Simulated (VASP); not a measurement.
# GW on CdS (Greenockite): a test of the settings

How far does the GW correction to the gap of CdS (Greenockite) depend on the settings? The starting structure is a measured crystal structure from the Crystallography Open Database. The atoms were first relaxed with LDA in that cell, in a run that isn't shown, and the relaxed structure is the one below.

Calculated with VASP 6.6.1; GW on LDA orbitals, with plane waves and PAW data sets made for GW.

**1. The starting structure**

The structure is hexagonal, space group P6_3mc (No. 186). The conventional cell has a = 4.137 Å, b = 4.137 Å, c = 6.714 Å, α = 90.00°, β = 90.00°, γ = 120.00°. Cd has 4 S at 2.53 Å nearest. Nearest to S lie 4 Cd at 2.53 Å. Farther neighbours and most contacts between anions are not listed.

As a file:

```cif
data_structure
_symmetry_space_group_name_H-M 'P6_3mc'
_symmetry_Int_Tables_number 186
_cell_length_a 4.1370
_cell_length_b 4.1370
_cell_length_c 6.7144
_cell_angle_alpha 90.000
_cell_angle_beta 90.000
_cell_angle_gamma 120.000
_cell_volume 99.52
loop_
_atom_site_label
_atom_site_type_symbol
_atom_site_symmetry_multiplicity
_atom_site_Wyckoff_symbol
_atom_site_fract_x
_atom_site_fract_y
_atom_site_fract_z
_atom_site_occupancy
Cd1 Cd 2 b 0.33333 0.66667 0.49901 1
S1 S 2 b 0.33333 0.66667 0.87599 1
```

**2. G0W0 (response cutoff 100 eV, 3×3×2 mesh)**

It reads the orbitals and their derivatives (WAVECAR and WAVEDER) of a run with the empty bands, which follows a ground-state run; neither is shown.

INCAR

```
SYSTEM = CdS
PREC = Accurate
ENCUT = 300
ISMEAR = 0
SIGMA = 0.01
LREAL = .FALSE.
GGA = CA
NBANDS = 232
ALGO = EVGW0
NELMGW = 1
ENCUTGW = 100
NOMEGA = 40
PRECFOCK = Fast
NBANDSGW = 32
LWAVE = .FALSE.
LCHARG = .FALSE.
```

POSCAR

```
CdS
1.0
    4.1370000000      0.0000000000      0.0000000000
   -2.0685000000      3.5827470955      0.0000000000
    0.0000000000      0.0000000000      6.7144000000
Cd S
2 2
Direct
    0.3333333333      0.6666666667      0.4990101238
    0.6666666667      0.3333333333      0.9990101238
    0.3333333333      0.6666666667      0.8759898762
    0.6666666667      0.3333333333      0.3759898762
```

KPOINTS

```
Automatic mesh
0
Gamma
3 3 2
0 0 0
```

The projector-augmented-wave data sets are Cd_GW and S_GW (LDA family, release 64).

Run with:

```
mpirun -np 8 vasp_std
```

Output:

```text
[banner, memory and clock lines left out]
running    8 mpi-ranks, on    1 nodes
 distrk:  each k-point on    8 cores,    1 groups
 distr:  one band on    1 cores,    8 groups

 POSCAR found type information on POSCAR CdS
 POSCAR found :  2 types and       4 ions
|                                                                             |
|           W    W    AA    RRRRR   N    N  II  N    N   GGGG   !!!           |
|           W    W   A  A   R    R  NN   N  II  NN   N  G    G  !!!           |
|           W    W  A    A  R    R  N N  N  II  N N  N  G       !!!           |
|           W WW W  AAAAAA  RRRRR   N  N N  II  N  N N  G  GGG   !            |
|           WW  WW  A    A  R   R   N   NN  II  N   NN  G    G                |
|           W    W  A    A  R    R  N    N  II  N    N   GGGG   !!!           |
|                                                                             |
|     For optimal performance we recommend to set                             |
|       NCORE = 2 up to number-of-cores-per-socket                            |
|     NCORE specifies how many cores store one orbital (NPAR=cpu/NCORE).      |
|     This setting can greatly improve the performance of VASP for DFT.       |
|     The default, NCORE=1 might be grossly inefficient on modern             |
|     multi-core architectures or massively parallel machines. Do your        |
|     Unfortunately you need to use the default for GW and RPA                |
|     calculations (for HF NCORE is supported but not extensively tested      |
|     yet).                                                                   |
|                                                                             |

|                                                                             |
|           W    W    AA    RRRRR   N    N  II  N    N   GGGG   !!!           |
|           W    W   A  A   R    R  NN   N  II  NN   N  G    G  !!!           |
|           W    W  A    A  R    R  N N  N  II  N N  N  G       !!!           |
|           W WW W  AAAAAA  RRRRR   N  N N  II  N  N N  G  GGG   !            |
|           WW  WW  A    A  R   R   N   NN  II  N   NN  G    G                |
|           W    W  A    A  R    R  N    N  II  N    N   GGGG   !!!           |
|                                                                             |
|     The default for ENCUTGWSOFT is different in this version of VASP.       |
|     please manually set ENCUTGWSOFT =100 in the INCAR file.                 |
|                                                                             |

 LDA part: xc-table for (Slater(with rela. corr.)+CA(PZ))
 , standard interpolation
 found WAVECAR, reading the header
 POSCAR, INCAR and KPOINTS ok, starting setup
 FFT: planning ... GRIDC
 FFT: planning ... GRID_SOFT
 FFT: planning ... GRID
 reading WAVECAR
 the WAVECAR file was read successfully
 initial charge from wavefunction
 available memory per node:     24.12 GB, setting MAXMEM to     24696

 The Fermi energy was updated, please check that it is located mid-gap
 values below the HOMO (VB) or above the LUMO (CB) will cause erroneous energies
 E-fermi :   2.9053

 calculate exact exchange contribution
 the WAVEDER file was read successfully
energies w=
    0.000    0.000    0.390    0.000    0.778    0.000    1.161    0.000
    1.538    0.000    1.908    0.000    2.270    0.000    2.623    0.000
    2.968    0.000    3.307    0.000    3.639    0.000    3.967    0.000
    4.292    0.000    4.616    0.000    4.941    0.000    5.268    0.000
    5.601    0.000    5.941    0.000    6.292    0.000    6.657    0.000
    7.040    0.000    7.445    0.000    7.878    0.000    8.346    0.000
    8.857    0.000    9.422    0.000   10.053    0.000   10.770    0.000
   11.596    0.000   12.565    0.000   13.724    0.000   15.141    0.000
   16.920    0.000   19.228    0.000   22.345    0.000   26.789    0.000
   33.624    0.000   45.445    0.000   70.684    0.000  161.116    0.000
 responsefunction array rank=     240
 LDA part: xc-table for (Slater(with rela. corr.)+CA(PZ))
 , standard interpolation

 min. memory requirement per mpi rank    113.3 MB, per node    906.2 MB

 allocating   5 responsefunctions rank=   240
 shmem allocating  40 responsefunctions rank=   240
 response function shared by NCSHMEM nodes    1
 Doing            5  frequencies on each core in blocks of           40
NQ=   1    0.0000    0.0000    0.0000,
|.........|.........|.........|.........|.........|.........|.........|.........
 performed        227000 updates of chi_q(r,r)
 total number of BLAS operations         98.92 Gflops
NQ=   2    0.3333    0.0000    0.0000,
|.........|.........|.........|.........|.........|.........|.........|.........
 performed        632000 updates of chi_q(r,r)
 total number of BLAS operations        264.79 Gflops
NQ=   3    0.3333    0.3333    0.0000,
|.........|.........|.........|.........|.........|.........|.........|.........
 performed        919000 updates of chi_q(r,r)
 total number of BLAS operations        371.97 Gflops
NQ=   4    0.0000    0.0000    0.5000,
|.........|.........|.........|.........|.........|.........|.........|.........
 performed       1146000 updates of chi_q(r,r)
 total number of BLAS operations        455.41 Gflops
NQ=   5    0.3333    0.0000    0.5000,
|.........|.........|.........|.........|.........|.........|.........|.........
 performed       1551000 updates of chi_q(r,r)
 total number of BLAS operations        612.59 Gflops
NQ=   6    0.3333    0.3333    0.5000,
|.........|.........|.........|.........|.........|.........|.........|.........
 performed       1838000 updates of chi_q(r,r)
 total number of BLAS operations        732.01 Gflops
 resolving degeneracies of screened two electron integrals

 calculate QP shifts <psi_nk| G(iteration)W_0 |psi_nk>: iteration 1
 entering main loop
```

Elapsed: 27 s, on 8 MPI ranks of AMD EPYC 9R45, shared host; peak memory 1.3 GiB; 2.8 min of CPU time.

The logs omit lines about the potential files and the build; timing stands in the text.

Parts of OUTCAR (step 2):

```text
ion  position               nearest neighbor table
   1  0.333  0.667  0.499-   4 2.53   4 2.53   4 2.53   3 2.53
   2  0.667  0.333  0.999-   3 2.53   3 2.53   3 2.53   4 2.53
   3  0.333  0.667  0.876-   2 2.53   2 2.53   2 2.53   1 2.53
   4  0.667  0.333  0.376-   1 2.53   1 2.53   1 2.53   2 2.53

  LATTYP: Found a hexagonal cell.
 ALAT       =     4.1370000000
 C/A-ratio  =     1.6230118443

 Subroutine GETGRP returns: Found 12 space group operations
 (whereof  6 operations were pure point group operations)

The static configuration has the point symmetry C_3v.
 The point group associated with its full space group is C_6v.

 Found      6 irreducible k-points:

   k-points           NKPTS =      6   k-points in BZ     NKDIM =     18   number of bands    NBANDS=    232

   dimension x,y,z NGX =    24 NGY =   24 NGZ =   40
   dimension x,y,z NGXF=    48 NGYF=   48 NGZF=   80

   ENCUT  =  300.0 eV  22.05 Ry    4.70 a.u.   5.84  5.84  9.48*2*pi/ulx,y,z

   NELECT =      36.0000    total number of electrons

  energy-cutoff  :      300.00
  volume of cell :       99.52
      direct lattice vectors                 reciprocal lattice vectors
     4.137000000  0.000000000  0.000000000     0.241721054  0.139557716  0.000000000
    -2.068500000  3.582747095  0.000000000     0.000000000  0.279115431  0.000000000
     0.000000000  0.000000000  6.714400000     0.000000000  0.000000000  0.148933635

 k-points in reciprocal lattice and weights: Automatic mesh
   0.00000000  0.00000000  0.00000000       0.056
   0.33333333  0.00000000  0.00000000       0.333
   0.33333333  0.33333333  0.00000000       0.111
   0.00000000  0.00000000  0.50000000       0.056
   0.33333333  0.00000000  0.50000000       0.333
   0.33333333  0.33333333  0.50000000       0.111

 E-fermi :   2.9053

 QP shifts <psi_nk| G(iteration)W_0 |psi_nk>: iteration 1
 for sc-GW calculations column KS-energies equals QP-energies in previous step
 and V_xc(KS)=  KS-energies - (<T + V_ion + V_H > + <T+V_H+V_ion>^1  + <V_x>^1)
 k-point   1 :       0.0000    0.0000    0.0000
  band No.  KS-energies  QP-energies   sigma(KS)   V_xc(KS)     V^pw_x(r,r')   Z            occupation Imag(sigma)
    ...
     15       1.6612       1.1870     -13.9760     -13.3156     -16.4370       0.7180       2.0000       0.1849
     16       2.3929       2.0044     -14.3348     -13.7986     -16.4896       0.7245       2.0000       0.1745
     17       2.4429       2.0107     -14.4985     -13.9024     -16.8049       0.7251       2.0000       0.1787
     18       2.4429       2.0107     -14.4985     -13.9024     -16.8049       0.7251       2.0000       0.1787
     19       3.3678       3.8064      -9.8116     -10.3918      -5.9086       0.7561       0.0000      -0.0689
     20       4.9500       5.4812      -9.7555     -10.4583      -5.5653       0.7557       0.0000      -0.0748
     21       8.6771       9.2716      -9.3003     -10.0980      -4.8434       0.7453       0.0000      -0.0934
     22       8.6771       9.2716      -9.3003     -10.0980      -4.8434       0.7453       0.0000      -0.0934
    ...

 k-point   2 :       0.3333    0.0000    0.0000
  band No.  KS-energies  QP-energies   sigma(KS)   V_xc(KS)     V^pw_x(r,r')   Z            occupation Imag(sigma)
    ...
     15      -0.1841      -0.7129     -13.0312     -12.2845     -15.6498       0.7081       2.0000       0.2099
     16       0.7661       0.2664     -13.3005     -12.5976     -15.9037       0.7108       2.0000       0.1930
     17       1.5853       1.1443     -13.6607     -13.0490     -15.9309       0.7210       2.0000       0.1758
     18       1.8552       1.3999     -14.0845     -13.4524     -16.4674       0.7203       2.0000       0.1818
     19       5.6573       6.1845     -10.3675     -11.0747      -6.2908       0.7454       0.0000      -0.0758
     20       6.1900       6.7014      -9.5850     -10.2656      -5.3743       0.7514       0.0000      -0.0791
     21       7.5802       8.0479      -9.3969     -10.0266      -5.1718       0.7427       0.0000      -0.0963
     22       8.4233       8.9695      -9.6846     -10.4273      -5.1868       0.7354       0.0000      -0.1104
    ...

 k-point   3 :       0.3333    0.3333    0.0000
  band No.  KS-energies  QP-energies   sigma(KS)   V_xc(KS)     V^pw_x(r,r')   Z            occupation Imag(sigma)
    ...
     15      -0.7598      -1.2902     -11.9929     -11.2328     -14.7937       0.6979       2.0000       0.2196
     16       0.5312       0.0277     -13.0409     -12.3339     -15.5767       0.7121       2.0000       0.1905
     17       0.5312       0.0277     -13.0409     -12.3339     -15.5767       0.7121       2.0000       0.1905
     18       0.7412       0.2245     -13.1693     -12.4476     -15.6537       0.7159       2.0000       0.1879
     19       6.8383       7.1418      -8.2220      -8.6212      -4.2952       0.7603       0.0000      -0.0896
     20       7.3769       8.0856     -11.3267     -12.3009      -6.7892       0.7275       0.0000      -0.0839
     21       7.3769       8.0856     -11.3267     -12.3009      -6.7892       0.7275       0.0000      -0.0839
     22       9.3441       9.7418      -9.2589      -9.8006      -4.9029       0.7341       0.0000      -0.1299
    ...

 k-point   4 :       0.0000    0.0000    0.5000
  band No.  KS-energies  QP-energies   sigma(KS)   V_xc(KS)     V^pw_x(r,r')   Z            occupation Imag(sigma)
    ...
     15       2.0373       1.5839     -14.2134     -13.5834     -16.5952       0.7198       2.0000       0.1810
     16       2.0373       1.5839     -14.2134     -13.5834     -16.5952       0.7198       2.0000       0.1810
     17       2.0373       1.5839     -14.2134     -13.5834     -16.5952       0.7198       2.0000       0.1810
     18       2.0373       1.5839     -14.2134     -13.5834     -16.5952       0.7198       2.0000       0.1810
     19       5.0396       5.5559     -10.1487     -10.8377      -6.0615       0.7494       0.0000      -0.0770
     20       5.0396       5.5559     -10.1487     -10.8377      -6.0615       0.7494       0.0000      -0.0770
     21       8.3698       8.9020      -9.6202     -10.3416      -5.1738       0.7377       0.0000      -0.1074
     22       8.3698       8.9020      -9.6202     -10.3416      -5.1738       0.7377       0.0000      -0.1074
    ...

[... 2 further parts left out ...]
```

G0W0 (response cutoff 100 eV, 3×3×2 mesh): the quasiparticle gap on this mesh is 1.796 eV, +0.871 eV from the LDA gap on the same points, with 232 bands.

**3. G0W0 (response cutoff 160 eV, 3×3×2 mesh)**

It reads the orbitals and their derivatives (WAVECAR and WAVEDER) of a run with the empty bands, which follows a ground-state run; neither is shown.

INCAR: that of step 2 with these lines changed.

```diff
@@ -7,6 +7,6 @@
 GGA = CA
-NBANDS = 232
+NBANDS = 464
 ALGO = EVGW0
 NELMGW = 1
-ENCUTGW = 100
+ENCUTGW = 160
 NOMEGA = 40
```

POSCAR is that of step 2.

KPOINTS is that of step 2.

Run with:

```
mpirun -np 8 vasp_std
```

Output:

```text
[banner, memory and clock lines left out]
running    8 mpi-ranks, on    1 nodes
[...]
[... a notice as in an earlier step ...]

|                                                                             |
|           W    W    AA    RRRRR   N    N  II  N    N   GGGG   !!!           |
|           W    W   A  A   R    R  NN   N  II  NN   N  G    G  !!!           |
|           W    W  A    A  R    R  N N  N  II  N N  N  G       !!!           |
|           W WW W  AAAAAA  RRRRR   N  N N  II  N  N N  G  GGG   !            |
|           WW  WW  A    A  R   R   N   NN  II  N   NN  G    G                |
|           W    W  A    A  R    R  N    N  II  N    N   GGGG   !!!           |
|                                                                             |
|     The default for ENCUTGWSOFT is different in this version of VASP.       |
|     please manually set ENCUTGWSOFT =160 in the INCAR file.                 |
|                                                                             |

[...]
total number of BLAS operations        801.20 Gflops
NQ=   2    0.3333    0.0000    0.0000,
|.........|.........|.........|.........|.........|.........|.........|.........
 performed       1290000 updates of chi_q(r,r)
 total number of BLAS operations       2159.15 Gflops
NQ=   3    0.3333    0.3333    0.0000,
|.........|.........|.........|.........|.........|.........|.........|.........
 performed       1875000 updates of chi_q(r,r)
 total number of BLAS operations       3159.72 Gflops
NQ=   4    0.0000    0.0000    0.5000,
|.........|.........|.........|.........|.........|.........|.........|.........
 performed       2342000 updates of chi_q(r,r)
 total number of BLAS operations       4028.02 Gflops
NQ=   5    0.3333    0.0000    0.5000,
|.........|.........|.........|.........|.........|.........|.........|.........
 performed       3165000 updates of chi_q(r,r)
 total number of BLAS operations       5397.97 Gflops
NQ=   6    0.3333    0.3333    0.5000,
|.........|.........|.........|.........|.........|.........|.........|.........
 performed       3750000 updates of chi_q(r,r)
 total number of BLAS operations       6347.24 Gflops
 resolving degeneracies of screened two electron integrals

 calculate QP shifts <psi_nk| G(iteration)W_0 |psi_nk>: iteration 1
 entering main loop
[key lines of the parts left out:]
E-fermi :   2.9053
```

Elapsed: 72 s, on 8 MPI ranks; peak memory 2.5 GiB; 7.6 min of CPU time.

Parts of OUTCAR (step 3):

```text
 QP shifts <psi_nk| G(iteration)W_0 |psi_nk>: iteration 1
 for sc-GW calculations column KS-energies equals QP-energies in previous step
 and V_xc(KS)=  KS-energies - (<T + V_ion + V_H > + <T+V_H+V_ion>^1  + <V_x>^1)
 k-point   1 :       0.0000    0.0000    0.0000
  band No.  KS-energies  QP-energies   sigma(KS)   V_xc(KS)     V^pw_x(r,r')   Z            occupation Imag(sigma)
    ...
     15       1.6612       0.9771     -14.2711     -13.3156     -16.4370       0.7160       2.0000      -0.0470
     16       2.3929       1.7765     -14.6513     -13.7986     -16.4896       0.7228       2.0000      -0.0503
     17       2.4429       1.7803     -14.8203     -13.9024     -16.8049       0.7219       2.0000      -0.0485
     18       2.4429       1.7803     -14.8203     -13.9024     -16.8049       0.7219       2.0000      -0.0485
     19       3.3678       3.6343     -10.0392     -10.3918      -5.9086       0.7560       0.0000      -0.2811
     20       4.9500       5.3139      -9.9762     -10.4583      -5.5653       0.7547       0.0000      -0.2811
     21       8.6771       9.1440      -9.4717     -10.0980      -4.8434       0.7455       0.0000      -0.2508
     22       8.6771       9.1440      -9.4717     -10.0980      -4.8434       0.7455       0.0000      -0.2508
    ...

[... 1 part as in an earlier step ...]

[... 2 further parts left out ...]
[key lines of the parts left out:]
E-fermi :   2.9053
```

G0W0 (response cutoff 160 eV, 3×3×2 mesh): the quasiparticle gap on this mesh is 1.854 eV, +0.929 eV from the LDA gap on the same points, with 464 bands.

[end of part 1 of 2]

[Lines on the potential files, build, host, timing and source positions are cut from VASP's logs without a mark.]

[Logs are printed without paths, hosts, clocks, repeated set-up lines and the standing remarks that a program may print on its own settings, such as how far it seeks lower states.]

[Hosts, paths, dates, database ids (printed as entryN), source tags and the programs' standing remarks are cut or masked in the printed files.]
